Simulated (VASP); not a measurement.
```
CELL_PARAMETERS angstrom
      0.00000     3.32799     3.32799
      3.32799     0.00000     3.32799
      3.32799     3.32799     0.00000
ATOMIC_POSITIONS crystal
  Hg 0.00000 0.00000 0.00000
  Te 0.75000 0.75000 0.75000
```

The numbers are results of PBE GGA, VASP's PBE PAW potentials (set 64) (plane waves; VASP), not measurements. Numerical set-up: 480 eV cut-off, 9×9×9 Γ-centred mesh, first-order Methfessel-Paxton smearing of 0.10 eV, potentials Hg Te.

Unless said otherwise, spin-orbit coupling is left out, though it shifts the bands of the heavy elements here.

Problem. Estimate the energy per atom (σ→0), band gap (on the k-mesh) with the smallest direct gap where there is one.

Solution. 
```
Quantity                                                    Result
------------------------  ----------------------------------------
band gap (on the k-mesh)  none (metal, semimetal or under 0.01 eV)
energy per atom (σ→0)                               -1.826 eV/atom
```

The compound is HgTe in the zinc blende structure. It was relaxed first, which changed the volume by +9 %. The start is the result of an earlier pass.
